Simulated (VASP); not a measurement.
These are PBE GGA, VASP's PBE PAW potentials (set 64) (plane waves; VASP 6.6.1) values and carry that method's errors.

VASP ran on this input.

**INCAR**
```
ALGO = Normal
EDIFF = 1E-6
ENCUT = 300
GGA = PE
ISIF = 2
ISMEAR = -1
LASPH = T
LCHARG = F
LMAXMIX = 6
LREAL = F
LWAVE = F
NELM = 100
PREC = Accurate
SIGMA = 0.1
SYSTEM = PtAl2
```

File POSCAR:
```
PtAl2
5.9525520
  0.0000000000   0.5000000000   0.5000000000
  0.5000000000   0.0000000000   0.5000000000
  0.5000000000   0.5000000000   0.0000000000
Al Pt
2 1
Cartesian
  0.2500000000   0.2500000000   0.2500000000
  0.7500000000   0.7500000000   0.7500000000
  0.0000000000   0.0000000000   0.0000000000
```

**KPOINTS**
```
Automatic
0
gamma
  7 7 7
```

POTCAR, in this order: Al Pt (PBE.64 set). Program: vasp_std.

Output

### OSZICAR
```
       N       E                     dE             d eps       ncg     rms          rms(c)
DAV:   1     0.301761322985E+02    0.30176E+02   -0.48924E+03   520   0.702E+02
DAV:   2    -0.156312590377E+02   -0.45807E+02   -0.41627E+02   600   0.145E+02
DAV:   3    -0.168173681525E+02   -0.11861E+01   -0.11704E+01   604   0.226E+01
DAV:   4    -0.168261306174E+02   -0.87625E-02   -0.87609E-02   564   0.232E+00
DAV:   5    -0.168262520167E+02   -0.12140E-03   -0.12140E-03   608   0.283E-01    0.830E+00
DAV:   6    -0.163799944196E+02    0.44626E+00   -0.25010E+00   560   0.155E+01    0.219E+00
DAV:   7    -0.163003946506E+02    0.79600E-01   -0.20614E-01   520   0.454E+00    0.164E+00
DAV:   8    -0.162712601325E+02    0.29135E-01   -0.32765E-02   560   0.179E+00    0.255E-01
DAV:   9    -0.162712717693E+02   -0.11637E-04   -0.18600E-03   564   0.421E-01    0.167E-01
DAV:  10    -0.162714422878E+02   -0.17052E-03   -0.32582E-04   532   0.146E-01    0.175E-02
DAV:  11    -0.162714399692E+02    0.23186E-05   -0.17152E-05   584   0.426E-02    0.825E-03
DAV:  12    -0.162714421671E+02   -0.21979E-05   -0.62383E-06   516   0.186E-02    0.234E-03
DAV:  13    -0.162714421032E+02    0.63923E-07   -0.52087E-07   340   0.745E-03
   1 F= -.16271442E+02 E0= -.16247731E+02  d E =-.474227E-01
```

File OUTCAR:
```
------------------------ aborting loop because EDIFF is reached ----------------------------------------
  FORCE on cell =-STRESS in cart. coord.  units (eV):
  Direction    XX          YY          ZZ          XY          YZ          ZX
  --------------------------------------------------------------------------------------
  Total       -0.2438365     -0.2438365     -0.2438365      0.0000000      0.0000000     -0.0000000
  in kB       -7.4090019     -7.4090019     -7.4090019      0.0000000      0.0000000     -0.0000000
  external PRESSURE =      -7.4090019 kB  Pullay stress =       0.0000000 kB
  volume of cell :       52.73
      direct lattice vectors                 reciprocal lattice vectors
     0.000000000  2.976276000  2.976276000    -0.167995172  0.167995172  0.167995172
     2.976276000  0.000000000  2.976276000     0.167995172 -0.167995172  0.167995172
     2.976276000  2.976276000  0.000000000     0.167995172  0.167995172 -0.167995172
 POSITION                                       TOTAL-FORCE (eV/Angst)
 -----------------------------------------------------------------------------------
      1.48814      1.48814      1.48814        -0.000000     -0.000000     -0.000000
      4.46441      4.46441      4.46441         0.000000      0.000000      0.000000
      0.00000      0.00000      0.00000         0.000000      0.000000      0.000000
 -----------------------------------------------------------------------------------
    total drift:                               -0.000000      0.000000      0.000000
  FREE ENERGIE OF THE ION-ELECTRON SYSTEM (eV)
  ---------------------------------------------------
  free  energy   TOTEN  =       -16.2714421032 eV

  energy  without entropy=      -16.2240194520  energy(sigma->0) =      -16.24773078
```
(Selected blocks of OUTCAR.)

At this cut-off the stress carries a Pulay error, which pulls relaxed volumes low.

The structure is a typed PtAl2 crystal (Fm-3m). The cell was not relaxed at this level.
